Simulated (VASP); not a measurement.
These are LDA (Ceperley-Alder, Perdew-Zunger), VASP's LDA PAW potentials (set 64) (plane waves; VASP 6.6.1) values and carry that method's errors.

Input for VASP

**POSCAR**
```
SnO2
1
    4.7288429722     0.0000000000     0.0000000000
    0.0000000000     4.7288429722     0.0000000000
    0.0000000000     0.0000000000     3.1961615235
Sn O
2 4
Direct
  0.0000000000   0.0000000000   0.0000000000
  0.5000000000   0.5000000000   0.5000000000
  0.3059836945   0.3059836945   0.0000000000
  0.8059836945   0.1940163055   0.5000000000
  0.1940163055   0.8059836945   0.5000000000
  0.6940163055   0.6940163055   0.0000000000
```

INCAR:
```
# general
SYSTEM  =SnO2
PREC    =Accurate
ENCUT   =520
LREAL   =.False.
LASPH   =.True.   # aspherical one-centre terms

# electronic loop
EDIFF   =1E-8   # SCF stop (eV)
NELM    =100
ALGO    =Normal   # blocked Davidson
LMAXMIX =4   # l cut-off of mixed one-centre charges

# smearing
ISMEAR  =0   # Gaussian
SIGMA   =0.01

# ions
IBRION  =8   # DFPT with symmetry
NSW     =1   # most ionic steps

# output
LWAVE   =.False.
LCHARG  =.False.

# other
LEPSILON=.True.
```

### KPOINTS
```
Automatic mesh
0
Gamma
6 6 8
0 0 0
```

POTCAR, in this order: Sn_d O (LDA.64 set). Program: vasp_std.

The run wrote:

File OSZICAR:
```
...
 Linear response to external field, progress :
  Direction:   3
       N       E                     dE             d eps       ncg     rms          rms(c)
RMM:   1    -0.280305985145E+00   -0.28031E+00    0.22049E+00  3659   0.104E+01
RMM:   2    -0.746489286339E+00   -0.46618E+00   -0.25104E-01  5600   0.225E+00    0.136E+00
RMM:   3    -0.736687303851E+00    0.98020E-02   -0.21022E-02  5607   0.858E-01    0.789E-01
RMM:   4    -0.752383263891E+00   -0.15696E-01   -0.14213E-02  5622   0.733E-01    0.892E-02
RMM:   5    -0.754595437476E+00   -0.22122E-02   -0.84168E-04  5704   0.188E-01    0.275E-02
RMM:   6    -0.754698465512E+00   -0.10303E-03   -0.11173E-04  5541   0.567E-02    0.487E-03
RMM:   7    -0.754762865561E+00   -0.64400E-04   -0.10128E-05  5908   0.174E-02    0.169E-03
RMM:   8    -0.754799645542E+00   -0.36780E-04   -0.29327E-06  5951   0.495E-03    0.311E-04
RMM:   9    -0.754804726604E+00   -0.50811E-05   -0.53095E-07  5937   0.146E-03    0.154E-04
RMM:  10    -0.754802233159E+00    0.24934E-05    0.14683E-07  5710   0.482E-04    0.612E-05
RMM:  11    -0.754800977306E+00    0.12559E-05   -0.11834E-07  3909   0.172E-04    0.973E-06
 Linear response DOF=           4
 Linear response progress:
  Degree of freedom:   1/  4
       N       E                     dE             d eps       ncg     rms          rms(c)
RMM:   1    -0.215296587927E+00   -0.21530E+00    0.23751E+00  8297   0.164E+01
RMM:   2    -0.221244598601E+00   -0.59480E-02   -0.23104E-02 10831   0.111E+00    0.129E-01
RMM:   3    -0.220337430096E+00    0.90717E-03   -0.17060E-03 11549   0.281E-01    0.768E-02
RMM:   4    -0.219340931896E+00    0.99650E-03   -0.54246E-04 11776   0.142E-01    0.206E-02
RMM:   5    -0.219243790915E+00    0.97141E-04    0.44275E-05 12427   0.397E-02    0.134E-02
RMM:   6    -0.219280136444E+00   -0.36346E-04    0.11682E-05 12058   0.122E-02    0.413E-03
RMM:   7    -0.219294710662E+00   -0.14574E-04    0.94610E-06 12260   0.390E-03    0.127E-03
RMM:   8    -0.219298384704E+00   -0.36740E-05    0.15750E-06 12460   0.136E-03    0.618E-04
RMM:   9    -0.219301560752E+00   -0.31760E-05    0.26678E-06 12379   0.607E-04    0.941E-05
RMM:  10    -0.219302050337E+00   -0.48958E-06    0.62884E-07 12545   0.216E-04    0.326E-05
RMM:  11    -0.219302154591E+00   -0.10425E-06    0.12831E-06 12977   0.916E-05    0.843E-06
RMM:  12    -0.219302308782E+00   -0.15419E-06    0.39845E-07 12689   0.467E-05    0.274E-06
RMM:  13    -0.219302320384E+00   -0.11602E-07    0.29442E-07 13166   0.300E-05    0.993E-07
RMM:  14    -0.219302331345E+00   -0.10961E-07    0.11674E-07 12109   0.243E-05    0.358E-07
RMM:  15    -0.219302340426E+00   -0.90811E-08    0.51206E-08 10071   0.223E-05    0.161E-07
 Linear response progress:
  Degree of freedom:   2/  4
       N       E                     dE             d eps       ncg     rms          rms(c)
RMM:   1    -0.203673894680E+00   -0.20367E+00    0.21122E+00  5400   0.152E+01
RMM:   2    -0.210432652413E+00   -0.67588E-02   -0.19697E-02  6967   0.104E+00    0.107E-01
RMM:   3    -0.210369496245E+00    0.63156E-04   -0.15453E-03  7514   0.241E-01    0.591E-02
RMM:   4    -0.209988183170E+00    0.38131E-03   -0.19858E-04  7729   0.740E-02    0.239E-02
RMM:   5    -0.209930107091E+00    0.58076E-04   -0.11398E-04  8006   0.247E-02    0.926E-03
RMM:   6    -0.209927513492E+00    0.25936E-05    0.76025E-05  7887   0.821E-03    0.115E-03
RMM:   7    -0.209942057652E+00   -0.14544E-04   -0.83107E-06  8065   0.270E-03    0.233E-04
RMM:   8    -0.209940791694E+00    0.12660E-05    0.21653E-05  7979   0.104E-03    0.142E-04
RMM:   9    -0.209941315942E+00   -0.52425E-06    0.13955E-05  8096   0.456E-04    0.373E-05
RMM:  10    -0.209942125715E+00   -0.80977E-06    0.40748E-06  8393   0.229E-04    0.251E-05
RMM:  11    -0.209942260018E+00   -0.13430E-06    0.32352E-06  8160   0.132E-04    0.880E-06
RMM:  12    -0.209942319738E+00   -0.59720E-07    0.18816E-06  8442   0.828E-05    0.298E-06
RMM:  13    -0.209942339426E+00   -0.19687E-07    0.15760E-06  8156   0.578E-05    0.164E-06
RMM:  14    -0.209942399588E+00   -0.60162E-07    0.93401E-07  7635   0.424E-05    0.695E-07
RMM:  15    -0.209942415411E+00   -0.15823E-07    0.71239E-07  7166   0.334E-05    0.226E-07
RMM:  16    -0.209942448495E+00   -0.33084E-07    0.37639E-07  5701   0.274E-05    0.402E-07
RMM:  17    -0.209942453638E+00   -0.51434E-08    0.33323E-07  5499   0.236E-05    0.749E-07
RMM:  18    -0.209942470253E+00   -0.16615E-07    0.14766E-07  5531   0.212E-05    0.659E-07
RMM:  19    -0.209942465272E+00    0.49818E-08    0.18805E-07  5562   0.195E-05    0.678E-07
RMM:  20    -0.209942477713E+00   -0.12441E-07    0.59424E-08  5497   0.184E-05    0.698E-07
 Linear response progress:
  Degree of freedom:   3/  4
       N       E                     dE             d eps       ncg     rms          rms(c)
RMM:   1    -0.376963988704E+00   -0.37696E+00    0.23610E-01 12514   0.345E+00
RMM:   2    -0.364702451106E+00    0.12262E-01   -0.11756E-02  9902   0.103E+00    0.173E-01
RMM:   3    -0.366552110951E+00   -0.18497E-02   -0.23649E-03 11127   0.314E-01    0.879E-02
RMM:   4    -0.367844981082E+00   -0.12929E-02   -0.76573E-04 11285   0.150E-01    0.238E-02
RMM:   5    -0.367988138491E+00   -0.14316E-03   -0.17522E-05 11540   0.353E-02    0.125E-02
RMM:   6    -0.368007690796E+00   -0.19552E-04   -0.34583E-06 10850   0.143E-02    0.231E-03
RMM:   7    -0.368005932800E+00    0.17580E-05   -0.14593E-06 11580   0.461E-03    0.948E-04
RMM:   8    -0.368002988818E+00    0.29440E-05   -0.28668E-06 10840   0.180E-03    0.337E-04
RMM:   9    -0.368001867027E+00    0.11218E-05    0.47318E-07 11829   0.678E-04    0.146E-04
RMM:  10    -0.368002181228E+00   -0.31420E-06    0.10378E-07 11502   0.278E-04    0.443E-05
RMM:  11    -0.368002121895E+00    0.59333E-07    0.12562E-07 12369   0.106E-04    0.120E-05
RMM:  12    -0.368002101429E+00    0.20466E-07   -0.18452E-08 12152   0.514E-05    0.388E-06
RMM:  13    -0.368002118343E+00   -0.16914E-07    0.17313E-08 12581   0.308E-05    0.112E-06
RMM:  14    -0.368002121870E+00   -0.35274E-08   -0.12704E-08 11744   0.232E-05    0.617E-07
 Linear response progress:
  Degree of freedom:   4/  4
       N       E                     dE             d eps       ncg     rms          rms(c)
RMM:   1    -0.364565645949E+00   -0.36457E+00    0.25926E-01 10905   0.346E+00
RMM:   2    -0.351341651877E+00    0.13224E-01   -0.87259E-03  8786   0.951E-01    0.166E-01
RMM:   3    -0.353265460078E+00   -0.19238E-02   -0.17836E-03 10011   0.266E-01    0.855E-02
RMM:   4    -0.354794801305E+00   -0.15293E-02   -0.68294E-04  9864   0.141E-01    0.179E-02
RMM:   5    -0.354771882702E+00    0.22919E-04   -0.20247E-05 10359   0.275E-02    0.810E-03
RMM:   6    -0.354713323486E+00    0.58559E-04   -0.16910E-06 10123   0.912E-03    0.131E-03
RMM:   7    -0.354733280156E+00   -0.19957E-04   -0.61925E-08 10392   0.276E-03    0.616E-04
RMM:   8    -0.354726784413E+00    0.64957E-05   -0.37914E-08 10430   0.919E-04    0.106E-04
RMM:   9    -0.354727062190E+00   -0.27778E-06    0.18262E-08 10762   0.278E-04    0.471E-05
RMM:  10    -0.354727112195E+00   -0.50006E-07    0.88655E-08 11063   0.100E-04    0.122E-05
RMM:  11    -0.354727077969E+00    0.34226E-07   -0.34410E-08 11056   0.454E-05    0.250E-06
RMM:  12    -0.354727105818E+00   -0.27849E-07   -0.58060E-08 10881   0.285E-05    0.105E-06
RMM:  13    -0.354727108631E+00   -0.28134E-08   -0.32483E-08  9798   0.226E-05    0.336E-07
 Linear response finished
```

File OUTCAR:
```
------------------------ aborting loop because EDIFF is reached ----------------------------------------

 HEAD OF MICROSCOPIC STATIC DIELECTRIC TENSOR (INDEPENDENT PARTICLE, excluding Hartree and local field effects)
 ------------------------------------------------------
           4.506383     0.000000     0.000000
           0.000000     4.506383     0.000000
           0.000000     0.000000     4.810553
 ------------------------------------------------------

 MACROSCOPIC STATIC DIELECTRIC TENSOR (including local field effects in DFT)
 ------------------------------------------------------
           4.371622     0.000000     0.000000
          -0.000000     4.371622     0.000000
           0.000000     0.000000     4.658877
 ------------------------------------------------------

 PIEZOELECTRIC TENSOR (including local field effects)  for field in x, y, z        (e  Angst)
          XX          YY          ZZ          XY          YZ          ZX
  --------------------------------------------------------------------------------
  x     0.00000     0.00000     0.00000     0.00000     0.00000     0.00000
  y     0.00000     0.00000     0.00000     0.00000     0.00000     0.00000
  z     0.00000     0.00000     0.00000     0.00000     0.00000     0.00000

 PIEZOELECTRIC TENSOR (including local field effects)  for field in x, y, z        (C/m^2)
          XX          YY          ZZ          XY          YZ          ZX
  --------------------------------------------------------------------------------
  x     0.00000     0.00000     0.00000     0.00000     0.00000     0.00000
  y     0.00000     0.00000     0.00000     0.00000     0.00000     0.00000
  z     0.00000     0.00000     0.00000     0.00000     0.00000     0.00000

 BORN EFFECTIVE CHARGES (including local field effects) (in |e|, cummulative output)
 ---------------------------------------------------------------------------------
 ion    1
    1     4.07293     0.43084     0.00000
    2     0.43084     4.07293     0.00000
    3     0.00000     0.00000     4.46273
 ion    2
    1     4.07293    -0.43084     0.00000
    2    -0.43084     4.07293     0.00000
    3     0.00000     0.00000     4.46273
 ion    3
    1    -2.03646    -0.69276     0.00000
    2    -0.69276    -2.03646     0.00000
    3     0.00000     0.00000    -2.23137
 ion    4
    1    -2.03646     0.69276     0.00000
    2     0.69276    -2.03646     0.00000
    3     0.00000     0.00000    -2.23137
 ion    5
    1    -2.03646     0.69276     0.00000
    2     0.69276    -2.03646     0.00000
    3     0.00000     0.00000    -2.23137
 ion    6
    1    -2.03646    -0.69276     0.00000
    2    -0.69276    -2.03646     0.00000
    3     0.00000     0.00000    -2.23137

   1 f  =   22.664530 THz   142.405441 2PiTHz  756.007340 cm-1    93.732922 meV
             X         Y         Z           dx          dy          dz
      0.000000  0.000000  0.000000     0.000000   -0.000000    0.000000
      2.364421  2.364421  1.598081     0.000000   -0.000000   -0.000000
      1.446949  1.446949  0.000000    -0.353553   -0.353553   -0.000000
      3.811370  0.917473  1.598081     0.353553   -0.353553   -0.000000
      0.917473  3.811370  1.598081    -0.353553    0.353553    0.000000
      3.281894  3.281894  0.000000     0.353553    0.353553   -0.000000

   2 f  =   18.820993 THz   118.255789 2PiTHz  627.800761 cm-1    77.837339 meV
             X         Y         Z           dx          dy          dz
      0.000000  0.000000  0.000000    -0.000000    0.000000   -0.000000
      2.364421  2.364421  1.598081    -0.000000    0.000000    0.000000
      1.446949  1.446949  0.000000     0.353553    0.353553   -0.000000
      3.811370  0.917473  1.598081     0.353553   -0.353553   -0.000000
      0.917473  3.811370  1.598081    -0.353553    0.353553   -0.000000
      3.281894  3.281894  0.000000    -0.353553   -0.353553   -0.000000

   3 f  =   17.999788 THz   113.096001 2PiTHz  600.408288 cm-1    74.441107 meV
             X         Y         Z           dx          dy          dz
      0.000000  0.000000  0.000000    -0.179786   -0.023323    0.000000
      2.364421  2.364421  1.598081    -0.196257   -0.082084   -0.000000
      1.446949  1.446949  0.000000     0.363888    0.456653    0.000000
      3.811370  0.917473  1.598081     0.148113   -0.313137   -0.000000
      0.917473  3.811370  1.598081     0.148113   -0.313137    0.000000
      3.281894  3.281894  0.000000     0.363888    0.456653    0.000000

   4 f  =   17.999788 THz   113.096001 2PiTHz  600.408288 cm-1    74.441107 meV
             X         Y         Z           dx          dy          dz
      0.000000  0.000000  0.000000    -0.082084    0.196257   -0.000000
      2.364421  2.364421  1.598081    -0.023323    0.179786   -0.000000
      1.446949  1.446949  0.000000    -0.313137   -0.148113    0.000000
      3.811370  0.917473  1.598081     0.456653   -0.363888    0.000000
      0.917473  3.811370  1.598081     0.456653   -0.363888    0.000000
      3.281894  3.281894  0.000000    -0.313137   -0.148113   -0.000000

   5 f  =   16.792506 THz   105.510427 2PiTHz  560.137707 cm-1    69.448193 meV
             X         Y         Z           dx          dy          dz
      0.000000  0.000000  0.000000     0.000000    0.000000    0.207104
      2.364421  2.364421  1.598081     0.000000    0.000000   -0.207104
      1.446949  1.446949  0.000000    -0.000000   -0.000000    0.478073
      3.811370  0.917473  1.598081     0.000000    0.000000   -0.478073
      0.917473  3.811370  1.598081    -0.000000    0.000000   -0.478073
      3.281894  3.281894  0.000000    -0.000000   -0.000000    0.478073

   6 f  =   14.026831 THz    88.133181 2PiTHz  467.884732 cm-1    58.010287 meV
             X         Y         Z           dx          dy          dz
      0.000000  0.000000  0.000000     0.000000   -0.000000    0.000000
      2.364421  2.364421  1.598081     0.000000   -0.000000    0.000000
      1.446949  1.446949  0.000000     0.000000   -0.000000    0.698994
      3.811370  0.917473  1.598081    -0.000000    0.000000    0.106803
      0.917473  3.811370  1.598081    -0.000000    0.000000   -0.106803
      3.281894  3.281894  0.000000    -0.000000    0.000000   -0.698994
...
```
(Selected blocks of OUTCAR.)

The dielectric response may not be converged in the k-mesh; for small gaps it tends to come out too large.

The compound is SnO2 in the rutile structure. It was relaxed first.
